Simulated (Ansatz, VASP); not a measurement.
# Zr2CSO (Zr2COS MXene bilayer, AA): VASP beside Ansatz

Wanted: the spread between two codes on one cell, functional and k mesh. The cell is taken from a series of runs on this material, whose earlier steps may have relaxed, scaled, displaced or heated it; both programs get it as it stands.

Calculated with Ansatz 0.2.0; plane waves, with VASP 6.6.1 beside it; single point at LDA.

## 1. The starting structure

The cell holds 10 atoms: 2 S, 4 Zr, 2 C and 2 O. Cell: a = 3.340 Å, b = 3.340 Å, c = 30.586 Å, α = 90.0°, β = 90.0°, γ = 120.0°. Vacuum lies along c.

Structure file:

```cif
data_structure
_symmetry_space_group_name_H-M 'P 1'
_symmetry_Int_Tables_number 1
_cell_length_a 3.3404
_cell_length_b 3.3404
_cell_length_c 30.5859
_cell_angle_alpha 90.000
_cell_angle_beta 90.000
_cell_angle_gamma 120.000
_cell_volume 295.56
loop_
_atom_site_label
_atom_site_type_symbol
_atom_site_fract_x
_atom_site_fract_y
_atom_site_fract_z
_atom_site_occupancy
S1 S 0.33333 0.66667 0.29425 1
S2 S 0.33333 0.66667 0.53724 1
Zr3 Zr 0.66667 0.33333 0.34705 1
Zr4 Zr 0.33333 0.66667 0.43564 1
Zr5 Zr 0.66667 0.33333 0.58994 1
Zr6 Zr 0.33333 0.66667 0.67749 1
C7 C 0.00000 0.00000 0.38851 1
C8 C 0.00000 0.00000 0.63213 1
O9 O 0.66667 0.33333 0.46001 1
O10 O 0.66667 0.33333 0.70575 1
```

## 2. Ansatz: single point, LDA

Ansatz runs on its default PAW (the set named soft_2) files.

With cell and atoms fixed, the geometry can't cause a difference; cores, projectors, grids and the points listed under the comparison can.

Contents of input.yaml:

```yaml
crystal:
  lattice:
    - [3.340399165, 0.0, 0.0]
    - [-1.6701995825, 2.8928705357, 0.0]
    - [0.0, 0.0, 30.5859266937]
  atoms:
    - { symbol: S, position: [0.3333333333, 0.6666666667, 0.2942529775] }
    - { symbol: Zr, position: [0.6666666667, 0.3333333333, 0.3470546228] }
    - { symbol: C, position: [0.0, 0.0, 0.3885087703] }
    - { symbol: Zr, position: [0.3333333333, 0.6666666667, 0.435643473] }
    - { symbol: O, position: [0.6666666667, 0.3333333333, 0.4600142747] }
    - { symbol: S, position: [0.3333333333, 0.6666666667, 0.5372360951] }
    - { symbol: Zr, position: [0.6666666667, 0.3333333333, 0.5899394764] }
    - { symbol: C, position: [0.0, 0.0, 0.6321342716] }
    - { symbol: Zr, position: [0.3333333333, 0.6666666667, 0.6774885532] }
    - { symbol: O, position: [0.6666666667, 0.3333333333, 0.7057470225] }
kpoints:
  mp_grid: { grid: [18, 18, 1] }
  band_path:
    path: [[0, 0, 0], [0.5, 0, 0], [0.33333333, 0.33333333, 0], [0, 0, 0]]
    npoints: 16
hamiltonian:
  xc: lda
scf:
  occupations: { method: fermi_dirac, width: 0.02585 }
  convergence: { dr2_threshold: 1.0e-10 }
efield:
  axis: 3
  dipole_correction: true
  ramp_position: 0.97
  ramp_width: 0.06
  amplitude: 0
output:
  dos: { projected: true, e_range: [-6, 5] }
  bader: true
  write_potential: true
  write_density: true
  volumetric_format: npy
  elf: true
```

Run with:

```bash
$ ansatz run input.yaml --threads 4 --pin off --max-ram 6144MiB --backend cpu --events-out ev --progress --plain --runs-dir out
```

Numbers of over 12 decimals in the logs are rounded to 6 here.

The log of the run:

```text
Engine: ansatz 0.2.0, x86_64-unknown-linux-gnu
Pseudopotentials: kind: paw
Pseudopotential: S, paw, valence charge 6, recommended cutoff 420 eV (normal), S.paw.azcp
Pseudopotential: Zr, paw, valence charge 12, recommended cutoff 420 eV (normal), Zr.paw.azcp
Pseudopotential: C, paw, valence charge 4, recommended cutoff 420 eV (normal), C.paw.azcp
Pseudopotential: O, paw, valence charge 6, recommended cutoff 420 eV (normal), O.paw.azcp
Functional definition: SPW92
  exchange = slater_x
  correlation = pw_c
Crystal: 10 atoms, lattice volume = 295.562 Å³
Basis set: ecut = 420 eV, 5875 PW (Γ)
Bands: 50, of which v1, the nominal top of the filled ones, is band 40 counted from 1 (39 counted from 0)
Symmetry: 6 space group operations
Space group: P3m1 (ITA 156), of the structure as read, at distance tolerance 6.7e-5 Å
k-points: 37 of 324 (time reversal used)
Non-local potential: S, projectors of the file, l = 0: 2, l = 1: 2, l = 2: 2
Non-local potential: Zr, projectors of the file, l = 0: 3, l = 1: 2, l = 2: 2, l = 3: 2
Non-local potential: C, projectors of the file, l = 0: 2, l = 1: 2, l = 2: 1
Non-local potential: O, projectors of the file, l = 0: 2, l = 1: 2, l = 2: 1
PAW form: soft (Blöchl's): semilocal exchange-correlation on the pseudo side does not see the compensation charge
PAW frozen core: S, regenerated for the run's functional, and the local potential with it (the file was generated under x = pbe(κ = 0.804, μ = 0.219515), c = pbe(β = 0.066725))
PAW frozen core: Zr, regenerated for the run's functional, and the local potential with it (the file was generated under x = pbe(κ = 0.804, μ = 0.219515), c = pbe(β = 0.066725))
PAW frozen core: C, regenerated for the run's functional, and the local potential with it (the file was generated under x = pbe(κ = 0.804, μ = 0.219515), c = pbe(β = 0.066725))
PAW frozen core: O, regenerated for the run's functional, and the local potential with it (the file was generated under x = pbe(κ = 0.804, μ = 0.219515), c = pbe(β = 0.066725))
PAW one-centre angular grid: S, 110 points (default); XC on 64 Gauss nodes
PAW one-centre angular grid: Zr, 590 points (default); XC on 64 Gauss nodes
PAW one-centre angular grid: C, 110 points (default); XC on 64 Gauss nodes
PAW one-centre angular grid: O, 110 points (default); XC on 64 Gauss nodes
Initial density: superposition of atomic densities (neutral atoms: chi_scale 0, normalization atom), corrected by the library's trained network
Initial wavefunctions: pseudopotential atomic-orbital guess
Functional: x = slater, c = lda
SCF iter   1: F=—  HF=-19657.808456 eV  |F-HF|=—  |Δ(HF+E_count)|=         —  Δρ=8.07e-3  dr2=5.48e-1  ethr=1.77e-3  p=0.127 e·Å  D=7.78e-2 V/Å  ΔV_dip=-2.38 eV  dr2_dipole=1.26e-1  V_vac-E_F(+/−)=4.54/6.92 eV  ⟨swp⟩=9.0  Hψ=8773  notcnv=0  defer=10
efield: sawtooth ramp at fractional position 0.9700 (set: `efield.ramp_position`, or a place that a band, a saddle search or an elastic batch's reference lends), width 0.0600; the density the first Hamiltonian is built on has a dipole p = 0.127 e·Å; the dipole correction subtracts the counter field D = 7.78e-2 V/Å, which shifts the + side's vacuum level by -2.38 eV against the − side's; the planar-averaged density in the ramp window peaks in size at 1.2e-5 e/Å³
preconditioner: auto → LDOS  [metal: Δε(μ)=0.064 eV  Ē_g=8.389 eV  σ=0.026 eV  W_gap=0.44  n_scr=38 (ndim 8)  ℏωp=15.0 eV  f_vac=0.496  D(μ)=2.26/eV (n_scr^D=10)  β→1.0]
SCF iter   2: F=—  HF=-19657.874756 eV  |F-HF|=—  |Δ(HF+E_count)|=   6.63e-2  Δρ=1.30e-2  dr2=6.48e-1  ethr=6.85e-4  p=0.087 e·Å  D=5.36e-2 V/Å  ΔV_dip=-1.64 eV  dr2_dipole=2.66e-3  V_vac-E_F(+/−)=4.88/6.52 eV  ⟨swp⟩=3.1  Hψ=3453  notcnv=0  defer=139
SCF iter   3: F=—  HF=-19657.757145 eV  |F-HF|=—  |Δ(HF+E_count)|=   1.18e-1  Δρ=3.55e-3  dr2=5.02e-2  ethr=6.85e-4  p=0.099 e·Å  D=6.07e-2 V/Å  ΔV_dip=-1.86 eV  dr2_dipole=2.60e-3  V_vac-E_F(+/−)=4.82/6.68 eV  ⟨swp⟩=2.0  Hψ=2788  notcnv=0  defer=139
SCF iter   4: F=—  HF=-19657.747991 eV  |F-HF|=—  |Δ(HF+E_count)|=   9.15e-3  Δρ=8.62e-4  dr2=1.35e-2  ethr=6.27e-5  p=0.104 e·Å  D=6.38e-2 V/Å  ΔV_dip=-1.95 eV  dr2_dipole=3.92e-3  V_vac-E_F(+/−)=4.77/6.72 eV  ⟨swp⟩=2.7  Hψ=3314  notcnv=0  defer=145
SCF iter   5: F=—  HF=-19657.746795 eV  |F-HF|=—  |Δ(HF+E_count)|=   1.20e-3  Δρ=4.71e-4  dr2=2.51e-3  ethr=1.69e-5  p=0.102 e·Å  D=6.27e-2 V/Å  ΔV_dip=-1.92 eV  dr2_dipole=3.82e-4  V_vac-E_F(+/−)=4.80/6.71 eV  ⟨swp⟩=2.0  Hψ=2622  notcnv=0  defer=145
SCF iter   6: F=—  HF=-19657.746499 eV  |F-HF|=—  |Δ(HF+E_count)|=   2.96e-4  Δρ=2.18e-4  dr2=3.97e-4  ethr=3.13e-6  p=0.101 e·Å  D=6.18e-2 V/Å  ΔV_dip=-1.89 eV  dr2_dipole=1.36e-4  V_vac-E_F(+/−)=4.80/6.70 eV  ⟨swp⟩=2.0  Hψ=2421  notcnv=0  defer=145
SCF iter   7: F=—  HF=-19657.746490 eV  |F-HF|=—  |Δ(HF+E_count)|=   9.26e-6  Δρ=1.40e-4  dr2=1.00e-4  ethr=4.96e-7  p=0.100 e·Å  D=6.15e-2 V/Å  ΔV_dip=-1.88 eV  dr2_dipole=4.57e-6  V_vac-E_F(+/−)=4.81/6.69 eV  ⟨swp⟩=2.1  Hψ=2436  notcnv=0  defer=145
SCF iter   8: F=—  HF=-19657.746477 eV  |F-HF|=—  |Δ(HF+E_count)|=   1.27e-5  Δρ=5.61e-5  dr2=1.45e-5  ethr=1.25e-7  p=0.100 e·Å  D=6.12e-2 V/Å  ΔV_dip=-1.87 eV  dr2_dipole=2.11e-6  V_vac-E_F(+/−)=4.81/6.68 eV  ⟨swp⟩=2.6  Hψ=2522  notcnv=0  defer=145
SCF iter   9: F=—  HF=-19657.746487 eV  |F-HF|=—  |Δ(HF+E_count)|=   9.67e-6  Δρ=2.62e-5  dr2=6.29e-6  ethr=1.82e-8  p=0.100 e·Å  D=6.13e-2 V/Å  ΔV_dip=-1.87 eV  dr2_dipole=1.29e-6  V_vac-E_F(+/−)=4.81/6.69 eV  ⟨swp⟩=2.7  Hψ=2577  notcnv=0  defer=145
SCF iter  10: F=—  HF=-19657.746479 eV  |F-HF|=—  |Δ(HF+E_count)|=   7.88e-6  Δρ=1.42e-5  dr2=1.48e-6  ethr=7.87e-9  p=0.100 e·Å  D=6.12e-2 V/Å  ΔV_dip=-1.87 eV  dr2_dipole=3.40e-8  V_vac-E_F(+/−)=4.81/6.69 eV  ⟨swp⟩=2.0  Hψ=2379  notcnv=0  defer=145
SCF iter  11: F=—  HF=-19657.746481 eV  |F-HF|=—  |Δ(HF+E_count)|=   1.32e-6  Δρ=7.23e-6  dr2=5.12e-7  ethr=1.84e-9  p=0.100 e·Å  D=6.12e-2 V/Å  ΔV_dip=-1.87 eV  dr2_dipole=1.57e-9  V_vac-E_F(+/−)=4.82/6.69 eV  ⟨swp⟩=1.4  Hψ=1790  notcnv=0  defer=145
SCF iter  12: F=—  HF=-19657.746481 eV  |F-HF|=—  |Δ(HF+E_count)|=   5.88e-7  Δρ=2.13e-6  dr2=2.42e-8  ethr=6.40e-10  p=0.100 e·Å  D=6.12e-2 V/Å  ΔV_dip=-1.87 eV  dr2_dipole=9.09e-11  V_vac-E_F(+/−)=4.82/6.69 eV  ⟨swp⟩=2.0  Hψ=2151  notcnv=0  defer=145
SCF iter  13: F=—  HF=-19657.746481 eV  |F-HF|=—  |Δ(HF+E_count)|=   5.62e-8  Δρ=7.32e-7  dr2=1.27e-9  ethr=3.03e-11  p=0.100 e·Å  D=6.12e-2 V/Å  ΔV_dip=-1.87 eV  dr2_dipole=2.01e-11  V_vac-E_F(+/−)=4.82/6.69 eV  ⟨swp⟩=2.1  Hψ=2693  notcnv=0  defer=145
SCF iter  14: F=—  HF=-19657.746481 eV  |F-HF|=—  |Δ(HF+E_count)|=   4.49e-9  Δρ=3.71e-7  dr2=9.86e-10  ethr=1.58e-12  p=0.100 e·Å  D=6.12e-2 V/Å  ΔV_dip=-1.87 eV  dr2_dipole=8.14e-11  V_vac-E_F(+/−)=4.82/6.69 eV  ⟨swp⟩=3.1  Hψ=3194  notcnv=0  defer=145
SCF iter  15: F=-19657.746481 eV  HF=-19657.746481 eV  |F-HF|=9.46e-11  |Δ(HF+E_count)|=  6.62e-10  Δρ=1.02e-7  dr2=4.85e-11  ethr=1.00e-12  p=0.100 e·Å  D=6.12e-2 V/Å  ΔV_dip=-1.87 eV  dr2_dipole=2.28e-13  V_vac-E_F(+/−)=4.82/6.69 eV  ⟨swp⟩=11.4  Hψ=6589  notcnv=0
SCF 1 converged in 15 iterations: F = -19657.746481 eV  dr2 = 4.85e-11
  greatest PAW one-centre occupation: 0.997 electrons in one spin orbital (limit 2), on the Zr atom at site 6 (counted from 0), in its partial waves of l = 0
NSCF: frozen V_eff on 49 k-points
efield: sawtooth ramp at fractional position 0.9700 (kept from the solve that this one continues, or follows in the run), width 0.0600; the density the first Hamiltonian is built on has a dipole p = 0.100 e·Å; the dipole correction subtracts the counter field D = 6.12e-2 V/Å, which shifts the + side's vacuum level by -1.87 eV against the − side's; the planar-averaged density in the ramp window peaks in size at 2.4e-6 e/Å³
WARN: The output density's exchange-correlation potential varies sharply where the density is thin. Do not read a vacuum level from v_tot or v_xc, or from such a field of the output density. On a cell that repeats whose density bears no net charge and no dipole along the vacuum's axis use v_es (v_loc + v_h of the components); under efield.dipole_correction with no amplitude use v_es + v_field, which holds any externa [...]
SCF converged after 15 iterations
Free energy (F): -19657.746481 eV
Harris-Foulkes:  -19657.746481 eV  (|F-HF|=9.46e-11)
Internal energy: -19657.743213 eV  (E = F + TS)
E sigma→0 (E₀):  -19657.744847 eV
Entropy (-TS):   -0.003268 eV (-0.327 meV/atom)
Fermi energy:    2.937849 eV
Dipole field:    D = 0.061207 V/Å  (p = 0.099975 e·Å, saw-weighted, corrected)
Work function:   Φ+ = 4.8157 eV   Φ− = 6.6878 eV
Levels:          The Fermi level and band energies are counted from a zero that moves with the ramp; work functions are not
--- Per-component energies (eV) ---
  E_band       = -1070.279514
  E_kinetic    = 2086.556006
  E_local      = -90331.067214  (includes V_loc(G=0)·N_el)
  E_nonlocal   = 540.398872
  E_hartree    = 44158.507689
  E_xc         = -1083.034971
  E_vxc        = -1253.574444  (∫ρ·V_xc dr)
  E_paw        = -13007.976633  (= ΣΔE_a)
  E_vpaw       = -428.369683  (= ΣTr[D̂ρ^β])
  E_aug_tail   = 0.005069  (compensation charges beyond the density's cutoff)
  E_efield     = 0.003060  (sawtooth field / dipole correction)
  E_vefield    = -1.243660  (∫n·V_field dr)
  E_ewald      = 37976.757403
  E_core_change = 2.107507  (= ΣΔE_core)
  E_smearing   = -0.003268  (= −TS)
  E_closure    = 0.000000  (closes the sum)
  Σ components = -19657.746481   (vs F -19657.746481, Δ=0.00e0)
--- Band table (eV; the first three rows and the last of 37) ---
  k-point 0: bands = [... 36 lower, 2.9449, 2.9449, 3.5715, 3.5715, 4.0343, 4.0343, 4.2704, 4.5720, ... 6 higher]
  k-point 1: bands = [... 36 lower, 2.5966, 2.7650, 3.2230, 3.3743, 4.0030, 4.2192, 4.4445, 4.5537, ... 6 higher]
  k-point 2: bands = [... 36 lower, 2.2889, 2.4387, 2.7015, 3.0273, 3.8077, 4.3671, 4.5510, 4.8272, ... 6 higher]
  k-point 36: bands = [... 36 lower, 0.6783, 0.7278, 1.0537, 1.3735, 4.6094, 4.8543, 5.0508, 5.6682, ... 6 higher]
--- Bader charges: 10 sites ---
  site symbol  charge [e]  shift [e]
     0      S     -0.8836     0.0007
     1     Zr      1.8784     0.0013
     2      C     -1.8649     0.0013
     3     Zr      2.2077     0.0000
     4      O     -1.2457     0.0006
     5      S     -0.9626     0.0007
     6     Zr      1.8500     0.0013
     7      C     -1.8994     0.0013
     8     Zr      2.1884     0.0004
     9      O     -1.2681     0.0002
  estimated error of the sums over rays = 8.3e-4 e
```

(Continued in part 2 of 2.)

[Lines on the potential files, build, host, timing and source positions are cut from VASP's logs without a mark.]

[Logs are printed without paths, hosts, clocks, repeated set-up lines and the standing remarks that a program may print on its own settings, such as how far it seeks lower states.]

[Hosts, paths, dates, database ids (printed as entryN), source tags and the programs' standing remarks are cut or masked in the printed files.]
